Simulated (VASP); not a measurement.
Here is the system:

```xyz
2
Lattice="2.8900 0.0000 0.0000 0.0000 2.8900 0.0000 0.0000 0.0000 2.8900" Properties=species:S:1:pos:R:3 pbc="T T T"
Al     1.4450     1.4450     1.4450
Ni     0.0000     0.0000     0.0000
```

Computed with PBE GGA with D3 dispersion (Becke-Johnson damping), VASP's PBE PAW potentials (set 64) (plane waves; VASP). Run with 520 eV cut-off, 11×11×11 Γ-centred mesh, first-order Methfessel-Paxton smearing of 0.10 eV, potentials Al Ni.

Energy and stress use the plane-wave basis of the starting cell.

**Question.** The ions, cell shape and volume are relaxed. Which structure does the run end with?

**Answer.** 
```xyz
2
Lattice="2.8585 0.0000 0.0000 0.0000 2.8585 0.0000 0.0000 0.0000 2.8585" Properties=species:S:1:pos:R:3 pbc="T T T"
Al     1.4293     1.4293     1.4293
Ni     0.0000     0.0000     0.0000
```
Space group Pm-3m (221), at a tolerance of 0.03 Å.

**Question.** How do energy and volume change from the first to the last step?

**Answer.** The energy (σ→0) changes by -6.6 meV/atom and the volume by -3.2 %, in 3 ionic steps.

The compound is NiAl in the CsCl type structure. This run relaxes it. Symmetry was kept, so distortions that lower it aren't found. The run is not spin-polarised, so no magnetic state was tried. The electron count is odd and the run is not spin-polarised, which forces a metal.
